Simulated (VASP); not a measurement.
```yaml
crystal:
  lattice:
    - [0.00000, 3.21194, 3.21194]
    - [3.21194, 0.00000, 3.21194]
    - [3.21194, 3.21194, 0.00000]
  atoms:
    - { symbol: K, position: [0.00000, 0.00000, 0.00000] }
    - { symbol: Cl, position: [0.50000, 0.50000, 0.50000] }
```

These are TPSS meta-GGA, VASP's PBE PAW potentials (set 64) (plane waves; VASP) values and carry that method's errors. Run with 520 eV cut-off, 8×8×8 Γ-centred mesh, tetrahedra with Blöchl corrections, potentials K_sv Cl.

Question: Estimate the energy per atom (σ→0), band gap (over mesh and band path) with the smallest direct gap where there is one.

Answer: 
- band gap (over mesh and band path) = 5.51 eV
- smallest direct gap (over mesh and band path) = 5.51 eV
- energy per atom (σ→0) = -908.4 kJ/mol of atoms

The compound is KCl in the rock salt structure. It was relaxed first, which changed the volume by +7 %.
